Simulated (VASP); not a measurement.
Given:

```
Na2S
1.0
    0.00000     3.29197     3.29197
    3.29197     0.00000     3.29197
    3.29197     3.29197     0.00000
Na S
2 1
Direct
  0.25000   0.25000   0.25000
  0.75000   0.75000   0.75000
  0.00000   0.00000   0.00000
```

These are vdW-DF2, VASP's PBE PAW potentials (set 64) (plane waves; VASP) values and carry that method's errors. Numerical set-up: 520 eV cut-off, 6×6×6 Γ-centred mesh, Gaussian smearing of 0.050 eV, potentials Na_pv S.

Question: Give the energy at these volumes per atom, relative to the lowest: 22.34, 23.05, 23.76, 24.48, 25.19 Å³.

Answer: 8.6, 2.1, 0.0, 1.7, 6.7 meV/atom. A third-order Birch-Murnaghan fit gives B0 = 28.3 GPa and B0′ = 4.1.

Measured: a 6.537 Å (computed value off by +0.7 %), as given by Some thermoelectric phenomena in copper chalcogenides replaced by lithium and sodium alkaline metals, Nanomaterials …. The calculation is for a static lattice, while the measured a holds thermal and zero-point effects, which are part of the difference.

The compound is Na2S in the antifluorite structure. It was relaxed first.
